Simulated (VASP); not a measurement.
Given:

```yaml
crystal:
  lattice:
    - [0.00000, 3.30297, 3.30297]
    - [3.30297, 0.00000, 3.30297]
    - [3.30297, 3.30297, 0.00000]
  atoms:
    - { symbol: K, position: [0.00000, 0.00000, 0.00000] }
    - { symbol: Br, position: [0.50000, 0.50000, 0.50000] }
```

These are AM05 GGA, VASP's PBE PAW potentials (set 64) (plane waves; VASP) values and carry that method's errors. Numerical set-up: 520 eV cut-off, 7×7×7 Γ-centred mesh, Gaussian smearing of 0.050 eV, potentials K_sv Br.

**Question.** What does the run give for the energy per atom (σ→0), band gap (on the k-mesh) with the smallest direct gap where there is one?

**Answer.** 
| Quantity | Value |
|---|---|
| band gap (on the k-mesh) | 4.48 eV |
| smallest direct gap (on the k-mesh) | 4.48 eV |
| energy per atom (σ→0) | -3066 meV/atom |

Total energies compare only between runs with the same potentials, cut-off and functional.

The compound is KBr in the rock salt structure. This cell is one point of a volume scan, at 0.97 of the reference volume.
